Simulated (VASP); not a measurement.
Input:

```yaml
crystal:
  lattice:
    - [4.03437, 0.00000, 0.00000]
    - [0.00000, 4.03437, 0.00000]
    - [0.00000, 0.00000, 4.03437]
  atoms:
    - { symbol: Tl, position: [0.00000, 0.00000, 0.00000] }
    - { symbol: Br, position: [0.50000, 0.50000, 0.50000] }
```

The numbers are results of PW91 GGA, VASP's PBE PAW potentials (set 64) (plane waves; VASP), not measurements. Numerical set-up: 520 eV cut-off, 6×6×6 Γ-centred mesh, Gaussian smearing of 0.050 eV, potentials Tl_d Br.

Unless said otherwise, spin-orbit coupling is left out, though it shifts the bands of the heavy elements here.

Predict the energy per atom (σ→0), band gap (on the k-mesh) with the smallest direct gap where there is one.

```
Quantity                                     Result
-----------------------------------  --------------
band gap (on the k-mesh)                    1.94 eV
smallest direct gap (on the k-mesh)         1.94 eV
energy per atom (σ→0)                -2.800 eV/atom
```

The compound is TlBr in the CsCl type structure. It was relaxed first. The start is the result of an earlier pass.
